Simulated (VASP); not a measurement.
```
CELL_PARAMETERS angstrom
      1.33885    -2.31896     0.00000
      1.33885     2.31896     0.00000
      0.00000     0.00000     4.68424
ATOMIC_POSITIONS crystal
  Zn 0.33333 0.66667 0.25000
  Zn 0.66667 0.33333 0.75000
```

Calculation: TPSS meta-GGA, VASP's PBE PAW potentials (set 64) (plane waves; VASP 6.6.1). Numerical set-up: 520 eV cut-off, 16×16×8 Γ-centred mesh, first-order Methfessel-Paxton smearing of 0.10 eV, potentials Zn.

Q: The ions and cell shape at fixed volume are relaxed. Which structure does the run end with?

A: 
```
CELL_PARAMETERS angstrom
      1.32076    -2.28763     0.00000
      1.32076     2.28763     0.00000
      0.00000     0.00000     4.81344
ATOMIC_POSITIONS crystal
  Zn 0.33333 0.66667 0.25000
  Zn 0.66667 0.33333 0.75000
```
Space group P6_3/mmc (194), at a tolerance of 0.03 Å.

Q: How much energy does the relaxation gain?

A: The energy (σ→0) changes by -4.0 meV/atom, in 3 ionic steps.

The compound is Zn in the hcp structure. This cell is one point of a volume scan, at 1.03 of the reference volume. Symmetry was kept, so distortions that lower it aren't found.
